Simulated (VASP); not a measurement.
**HfMoC2: equation of state with PBEsol**

Crystal: HfMoC2.

```xyz
4
Lattice="3.1914 0.0000 0.0000 0.0000 3.1914 0.0000 0.0000 0.0000 4.4852" Properties=species:S:1:pos:R:3 pbc="T T T"
Hf    0.0000    0.0000    0.0000
Mo    1.5957    1.5957    2.2426
C     1.5957    1.5957    0.0000
C     0.0000    0.0000    2.2426
```

The cell comes from a database or a generator and needn't be the stable form of this composition.

```yaml
Program: VASP 6.6.1
Task: equation of state
Functional: PBEsol
Potentials_or_basis: VASP PAW PBE potentials, release 64 (Hf_pv, Mo_sv, C)
Cutoff: 520 eV
k_mesh: 8 × 8 × 6
Occupations: fermi-dirac, width 0.05 eV
Spin: no spin polarisation
```

| Property | Result |
| --- | --- |
| Equilibrium volume | 11.07 Å³/atom |
| Bulk modulus at fixed shape and positions | 301 GPa |
| Pressure derivative of the bulk modulus | 4.2 |

Energy against volume, from the lowest point:
| volume (Å³/atom) | energy (meV/atom) |
| --- | --- |
| 10.735 | 8.96 |
| 10.964 | 0.00 |
| 11.192 | 0.34 |
| 11.421 | 9.04 |
| 11.649 | 25.23 |
| 11.877 | 48.16 |
| 12.106 | 77.13 |

All runs of the series together: 4.5 min on 1 thread of Intel(R) Xeon(R) Platinum 8488C (Sapphire Rapids) (shared host).

Caveat: the cell was scaled at fixed shape and fractional positions, which overstates the stiffness of a crystal with free parameters, most of all of layers and chains; the PAW data sets were made with another functional, which shifts forces and pressure a little. Spin-orbit coupling is left out, which matters for the levels of Hf.
